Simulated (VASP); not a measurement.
# Ga23N24 (a cell with a defect) in VASP: further runs, part 2 of 2

VASP 6.6.1. The steps go on from the part before.

## 3. Single point, HSE06, collinear spin, ferromagnetic start

POSCAR reads:

```
Ga23N24                                 
1.0
   -3.2177240000     -5.5732640000      5.2440550000
    6.4354500000      0.0000000000      5.2440550000
   -3.2177260000      5.5732640000      5.2440550000
  Ga              N             
    23    24
Direct
     0.6667556411195672    0.3355975887827483    0.9938047552491700
     0.9948692603238436    0.6656976103363558    0.3367385088873702
     0.6695072675887135    0.8273414620479672    0.4993475856208482
     0.9993779088789518    0.1703165705617128    0.8272615818129440
     0.1611947013287823    0.3330003374420256    0.5018373021960210
     0.5041319946402072    0.6609914704101668    0.8319583697030390
     0.8329901144603442    0.9983240293924850    0.1659422946092959
     0.3336112162081169    0.4990261777468719    0.1646349866748455
     0.3320454669858217    0.9997308532598025    0.6653238354325174
     0.1642258902080927    0.8304150730367241    0.9968624348595596
     0.5013103465057479    0.1672873826920621    0.3337136446546292
     0.6710859844844097    0.5024483913737059    0.3367768240494153
     0.5039441745461016    0.3371811276984877    0.6688692652967299
     0.8368635046147739    0.6640073865487114    0.9955004596343330
     0.5004916675951022    0.8323312691628098    0.1667305240206993
     0.8363377033219251    0.1701248008465777    0.5034638917916959
     0.9994765630976572    0.3336500944305839    0.1649126558008623
     0.3324743431537942    0.6657064585374500    0.4998342879856527
     0.6671509295327356    0.9986875173364890    0.8319568670363049
     0.1627125749617994    0.5032693228537098    0.8302463032139678
     0.1661311223754160    0.0004107549483384    0.3330913358953929
     0.9977303932643993    0.8290207818986335    0.6695907617980505
     0.3340062270126861    0.1667068266226982    0.9987127560168333
     0.6256361722886010    0.2917209349072238    0.4582534557745012
     0.4588586022289488    0.1233511789142572    0.7908477040654578
     0.7916207725243704    0.4564958544916187    0.1243666174906611
     0.4572002600252800    0.6244611543639609    0.2915501063007119
     0.7902319439191144    0.9579687283364982    0.6243109303683250
     0.9583267210939127    0.1252832205370606    0.2895165209786448
     0.2917298138829292    0.4579489777265472    0.6227724280256083
     0.6259778478391108    0.7919105464705103    0.9594642019885016
     0.1268835139101779    0.2923139916230844    0.9581220537167060
     0.1256881400590185    0.7931949057647250    0.4586774088151235
     0.9697680648647943    0.6360646102601634    0.8025454820880021
     0.2920204003329395    0.9582415864048023    0.1246438758500727
     0.7886172025311429    0.6360828784967677    0.4408932040240481
     0.6080719706753431    0.4546846698716890    0.8025994366348831
     0.9604116309552450    0.7944907993968991    0.1265019507152030
     0.6238783788993597    0.9614140786488103    0.2904674342130660
     0.9701518214326917    0.2742049610457472    0.6209036232652907
     0.1256694513456799    0.4586580938275336    0.2905488493514755
     0.4581244281700238    0.7918467660236180    0.6249045854756907
     0.7922783373029000    0.1242741900933038    0.9580837706787060
     0.2939308200950698    0.6266016220878677    0.9608419706911812
     0.2953601994077332    0.1242286666168259    0.4561753869660138
     0.1283295390742774    0.9600491584115048    0.7930119485504163
     0.4579620009323481    0.2898034277118627    0.1278512517315338
```

INCAR.step1 reads:

```
PREC = Normal
ENCUT = 400
EDIFF = 1E-5
ISMEAR = 0
SIGMA = 0.01
LREAL = Auto
LASPH = T
NELM = 150
ALGO = Normal
ISIF = 2
LWAVE = T
LCHARG = F
ISPIN = 2
MAGMOM = 0 0 0 0 0 0 0 0 0 0 0 0 0 0 0 0 0 0 0 0 0 0 0 0 0 0 0 0 0 0 0 0 0 0.5 0 0.5 0.5 0 0 0.5 0 0 0 0 0 0 0
LORBIT = 11
NBANDS = 242
AMIX = 0.2
BMIX = 1E-4
AMIX_MAG = 0.8
BMIX_MAG = 1E-4
ICORELEVEL = 1
NELECT = 422.0
GGA = PE
LUSENCCL = F
```

INCAR.step2 reads:

```
PREC = Normal
ENCUT = 400
EDIFF = 1E-6
ISMEAR = 0
SIGMA = 0.01
LREAL = Auto
LASPH = T
NELM = 150
ALGO = Normal
ISIF = 2
LWAVE = F
LCHARG = F
ISPIN = 2
MAGMOM = 0 0 0 0 0 0 0 0 0 0 0 0 0 0 0 0 0 0 0 0 0 0 0 0 0 0 0 0 0 0 0 0 0 0.5 0 0.5 0.5 0 0 0.5 0 0 0 0 0 0 0
LORBIT = 11
GGA = PE
LHFCALC = T
HFSCREEN = 0.2
PRECFOCK = Fast
NBANDS = 242
AMIX = 0.2
BMIX = 1E-4
AMIX_MAG = 0.8
BMIX_MAG = 1E-4
ICORELEVEL = 1
NELECT = 422.0
ISTART = 1
LUSENCCL = F
```

KPOINTS reads:

```
Automatic mesh
0
Gamma
  1 1 1
```

Potentials or basis: VASP PAW PBE potentials, release 64 (Ga_d, N).

The run is started by

```sh
$ cat potpaw_PBE.64/Ga_d/POTCAR potpaw_PBE.64/N/POTCAR > POTCAR
$ cp INCAR.step1 INCAR
$ mpirun -np 1 vasp_gam > vasp.out
$ cp INCAR.step2 INCAR
$ mpirun -np 1 vasp_gam > vasp.out
```

Wall time 57 min (1 × NVIDIA H100 80GB with 1 thread of AMD EPYC 7R13 (Zen 3), shared host); peak memory 1.3 GiB.

It converged, with:

```
Free energy                                           : -329.1885 eV
Largest force                                         : 0.362 eV/Å
Band gap on the k mesh                                : 2.46 eV, direct
Net moment                                            : 0.00 μB per cell
Valence electrons inside the program's atomic spheres : Ga 11.86, 11.84, 11.88, 11.85, 11.82, 11.83; N 3.71, 3.72, 3.70, 3.73
```

Forces on the atoms (eV/Å):
```
Ga   0.087 -0.014 -0.023
Ga   0.051  0.079 -0.032
Ga  -0.054 -0.068 -0.022
Ga   0.037 -0.085 -0.021
Ga  -0.036  0.072 -0.008
Ga  -0.093  0.009 -0.025
Ga   0.016 -0.009  0.001
Ga   0.015  0.021  0.003
Ga  -0.029  0.007  0.011
Ga  -0.007 -0.009 -0.015
Ga   0.004 -0.001 -0.015
Ga   0.013 -0.025  0.069
Ga   0.007  0.021  0.084
Ga   0.007 -0.078 -0.004
Ga   0.017 -0.008  0.009
Ga  -0.017  0.003  0.084
Ga   0.008 -0.001  0.005
Ga  -0.008  0.016  0.009
Ga  -0.015 -0.010  0.013
Ga   0.046  0.034  0.004
Ga  -0.011 -0.021  0.006
Ga  -0.075  0.036  0.000
Ga  -0.008  0.013  0.011
N   -0.019  0.006 -0.006
N   -0.020 -0.010 -0.017
N    0.018 -0.013  0.017
N    0.016 -0.019 -0.009
N    0.000  0.011  0.011
N   -0.015 -0.035 -0.005
N    0.046  0.017  0.006
N    0.008  0.016  0.053
N   -0.052  0.035  0.051
N   -0.032 -0.025  0.047
N    0.033  0.010  0.224
N    0.019  0.013  0.017
N    0.303 -0.165 -0.109
N    0.008  0.309 -0.099
N   -0.006  0.001 -0.012
N    0.051 -0.020 -0.030
N   -0.243 -0.148 -0.122
N    0.008 -0.050 -0.031
N    0.018 -0.002 -0.036
N   -0.037  0.046 -0.027
N   -0.007  0.038 -0.014
N   -0.042  0.010 -0.031
N    0.015 -0.041 -0.011
N   -0.024  0.035 -0.013
```

Levels at points of the mesh, in eV from the valence-band top:
Spin up:
```tsv
k point	band 209	band 210	band 211	band 212	band 213	band 214
(0.00, 0.00, 0.00)	-0.07	-0.07	0.00	2.46	4.88	5.52
```
Spin down:
| k point | band 208 | band 209 | band 210 | band 211 | band 212 | band 213 | band 214 | band 215 |
| --- | --- | --- | --- | --- | --- | --- | --- | --- |
| (0.00, 0.00, 0.00) | -0.92 | -0.07 | -0.07 | 0.00 | 2.46 | 4.88 | 5.52 | 5.52 |

Core levels (eV, on the scale of the bands):
```tsv
atom	levels
1 Ga	1s -10216.4, 2s -1249.9, 2p -1086.3, 3s -136.7, 3p -87.5
2 Ga	1s -10216.4, 2s -1249.9, 2p -1086.3, 3s -136.7, 3p -87.4
3 Ga	1s -10216.4, 2s -1249.9, 2p -1086.3, 3s -136.7, 3p -87.5
4 Ga	1s -10216.4, 2s -1249.9, 2p -1086.3, 3s -136.7, 3p -87.4
5 Ga	1s -10216.4, 2s -1249.9, 2p -1086.3, 3s -136.7, 3p -87.5
6 Ga	1s -10216.4, 2s -1249.9, 2p -1086.3, 3s -136.7, 3p -87.4
```

Caveat: the cell is charged against a uniform background, so pressure and absolute levels hang on convention; the PAW data sets were made with another functional, which shifts forces and pressure a little.
